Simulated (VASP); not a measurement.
Crystal: Si.

```xyz
2
Lattice="0.0000 2.7155 2.7155 2.7155 0.0000 2.7155 2.7155 2.7155 0.0000" Properties=species:S:1:pos:R:3 pbc="T T T"
Si    0.0000    0.0000    0.0000
Si    1.3578    1.3578    1.3578
```

Base run:

| Quantity | Value |
| --- | --- |
| Program | VASP 6.6.1 |
| Functional | r2SCAN |
| Potentials or basis | VASP PAW PBE potentials, release 64 (Si) |
| Cutoff | 520 eV |
| k mesh | 8 × 8 × 8 |
| Occupations | gaussian, width 0.02 eV |
| Spin | non-collinear spin, zero start, spin-orbit coupling |
| Starting moments | [[0.0, 0.0, 0.0], [0.0, 0.0, 0.0]] μB |

Its results: pressure 0.5 GPa; net moment 0.00 μB per cell.

Question: The run is repeated on the same cell with these changes: functional from r2SCAN to LDA; potentials or basis from VASP PAW PBE potentials, release 64 (Si) to VASP PAW LDA potentials, release 64 (Si). What comes out?

Answer: Pressure -1.5 GPa; net moment 0.00 μB per cell.

Caveats: the PAW data sets were made with another functional, which shifts forces and pressure a little (some runs).

Not every run made on this cell is shown here.
